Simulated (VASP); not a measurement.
The system is Cs2InAgBr6.

```
CELL_PARAMETERS angstrom
0.00000 5.61200 5.61200
5.61200 0.00000 5.61200
5.61200 5.61200 0.00000
ATOMIC_POSITIONS crystal
Cs 0.75000 0.75000 0.75000
Cs 0.25000 0.25000 0.25000
In 0.00000 0.00000 0.00000
Ag 0.50000 0.50000 0.50000
Br 0.75599 0.24400 0.24400
Br 0.24400 0.24400 0.75599
Br 0.24400 0.75599 0.75599
Br 0.24400 0.75599 0.24400
Br 0.75599 0.24400 0.75599
Br 0.75599 0.75599 0.24400
```

The cell comes from a database or a generator and needn't be the stable form of this composition.

| Quantity | Value |
| --- | --- |
| Program | VASP 6.6.1 |
| Task | relaxation of cell and atoms |
| Functional | PBEsol |
| Potentials or basis | VASP PAW PBE potentials, release 64 (Cs_sv, In_d, Ag, Br) |
| Cutoff | 600 eV |
| k mesh | 4 × 4 × 4 |
| Occupations | gaussian, width 0.03 eV |
| Spin | no spin polarisation |

At the start: pressure -1.8 GPa; volume 35.35 Å³/atom.

Problem. How do energy, volume and symmetry change on relaxing?

Solution. Over 8 steps the energy falls by 17.9 meV/atom and the volume is 32.54 Å³/atom (-7.9 %); space group Fm-3m (No. 225, to 0.05 Å).

Step by step:
```
step  energy change (eV)  largest force (eV/Å)  pressure (GPa)  volume (Å³)
   1              0.0000                0.0006           -1.85       353.49
   2             -0.1512                0.1771           -0.44       333.05
   3             -0.1580                0.2264            0.00       328.13
   4             -0.1706                0.1397            0.00       326.88
   5             -0.1792                0.0062            0.05       324.49
   6             -0.1793                0.0080            0.06       324.68
   7             -0.1793                0.0027            0.06       324.61
   8             -0.1794                0.0050           -0.02       325.42
```

Final structure:
```yaml
crystal:
  lattice:
    - [0.00000, 5.45930, 5.45930]
    - [5.45930, 0.00000, 5.45930]
    - [5.45930, 5.45930, 0.00000]
  atoms:
    - { symbol: Cs, position: [0.75000, 0.75000, 0.75000] }
    - { symbol: Cs, position: [0.25000, 0.25000, 0.25000] }
    - { symbol: In, position: [0.00000, 0.00000, 0.00000] }
    - { symbol: Ag, position: [0.50000, 0.50000, 0.50000] }
    - { symbol: Br, position: [0.75303, 0.24697, 0.24697] }
    - { symbol: Br, position: [0.24697, 0.24697, 0.75303] }
    - { symbol: Br, position: [0.24697, 0.75303, 0.75303] }
    - { symbol: Br, position: [0.24697, 0.75303, 0.24697] }
    - { symbol: Br, position: [0.75303, 0.24697, 0.75303] }
    - { symbol: Br, position: [0.75303, 0.75303, 0.24697] }
```

Caveat: the PAW data sets were made with another functional, which shifts forces and pressure a little.
